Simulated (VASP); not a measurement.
An input for Quantum ESPRESSO's pw.x (written as the equivalent of a VASP run, and not itself run):

```
&CONTROL
  calculation = 'scf'
  pseudo_dir = './pseudo'
  outdir = './out'
  tprnfor = .true.
  tstress = .true.
/
&SYSTEM
  ibrav = 0
  nat = 2
  ntyp = 1
  ecutwfc = 84
  occupations = 'smearing'
  smearing = 'methfessel-paxton'
  degauss = 0.00735
  input_dft = 'pbesol'
/
&ELECTRONS
  conv_thr = 7.3e-09
  electron_maxstep = 100
/
ATOMIC_SPECIES
  Ru 101.070 Ru.upf
CELL_PARAMETERS angstrom
     1.3448589   -2.3293642    0.0000000
     1.3448589    2.3293642    0.0000000
     0.0000000    0.0000000    4.2421323
ATOMIC_POSITIONS crystal
  Ru   0.3333330  0.6666670  0.2500000
  Ru   0.6666670  0.3333330  0.7500000
K_POINTS automatic
  14 14 8 0 0 0
```

Q: Translate this input to VASP (INCAR, KPOINTS, POSCAR, choice of POTCAR).

A: This is not unique; one that fits is 
### KPOINTS
```
Automatic mesh
0
Gamma
14 14 8
0 0 0
```

POSCAR:
```
Ru
1
    1.3448589439    -2.3293641721     0.0000000000
    1.3448589439     2.3293641721     0.0000000000
    0.0000000000     0.0000000000     4.2421322823
Ru
2
Direct
  0.3333330000   0.6666670000   0.2500000000
  0.6666670000   0.3333330000   0.7500000000
```

**INCAR**
```
NELM = 100
ENCUT = 480   # plane-wave cut-off (eV)
LWAVE = .FALSE.
EDIFF = 1E-7
LCHARG = .FALSE.
ALGO = Normal   # blocked Davidson
LREAL = .FALSE.   # projection in real space or not
PREC = Accurate
ISMEAR = 1
SYSTEM = Ru
SIGMA = 0.1   # width (eV)
LMAXMIX = 4   # l cut-off of mixed one-centre charges
ISIF = 2
LASPH = .TRUE.   # aspherical one-centre terms
GGA = PS
```

POTCAR, in this order: Ru_pv (PBE.64 set). Program: vasp_std.

Limits of the translation: the potentials are each code's own (VASP's PAW set, PseudoDojo norm-conserving files in pw.x), so ENCUT and ecutwfc are chosen apart and not converted; conv_thr bounds pw.x's estimated SCF error, while EDIFF bounds the energy change between steps.

The compound is Ru in the hcp structure. It was relaxed first.
